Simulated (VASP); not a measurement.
```yaml
crystal:
  lattice:
    - [1.62690, -2.81787, 0.00000]
    - [1.62690, 2.81787, 0.00000]
    - [0.00000, 0.00000, 5.29380]
  atoms:
    - { symbol: Ga, position: [0.66667, 0.33333, 0.50000] }
    - { symbol: Ga, position: [0.33333, 0.66667, 0.00000] }
    - { symbol: N, position: [0.66667, 0.33333, 0.87700] }
    - { symbol: N, position: [0.33333, 0.66667, 0.37700] }
```

All values below come from PBE GGA, VASP's PBE PAW potentials (set 64) (plane waves; VASP). Numerical set-up: 520 eV cut-off, 7×7×4 Γ-centred mesh, Gaussian smearing of 0.010 eV, potentials Ga_d N.

Give the stress tensor in GPa (positive for a compressed cell).

```
-5.08   0.00   0.00
 0.00  -5.08   0.00
 0.00   0.00  -4.71
```
The pressure is its mean diagonal, -4.95 GPa.

The compound is GaN in the wurtzite structure. The cell was not relaxed at this level. The run is one of a series of settings (SIGMA = 0.01 against the base run), some of them coarse on purpose.
